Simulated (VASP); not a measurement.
Input:

```
CELL_PARAMETERS angstrom
      1.68810    -2.92387     0.00000
      1.68810     2.92387     0.00000
      0.00000     0.00000     5.37540
ATOMIC_POSITIONS crystal
  Sc 0.33333 0.66667 0.25000
  Sc 0.66667 0.33333 0.75000
```

Computed with PBE GGA, VASP's PBE PAW potentials (set 64) (plane waves; VASP). Settings: EDIFF = 1E-5, 400 eV cut-off, 11×11×6 Γ-centred mesh, first-order Methfessel-Paxton smearing of 0.10 eV, potentials Sc_sv.

Task: Give the stress tensor in GPa (positive for a compressed cell).

Result: 
```
-3.17   0.00   0.00
 0.00  -3.17   0.00
 0.00   0.00  -4.49
```
The pressure is its mean diagonal, -3.61 GPa.

The compound is Sc in the hcp structure. The cell was not relaxed at this level. The run is one of a series of settings (EDIFF = 1E-5 against the base run), some of them coarse on purpose.
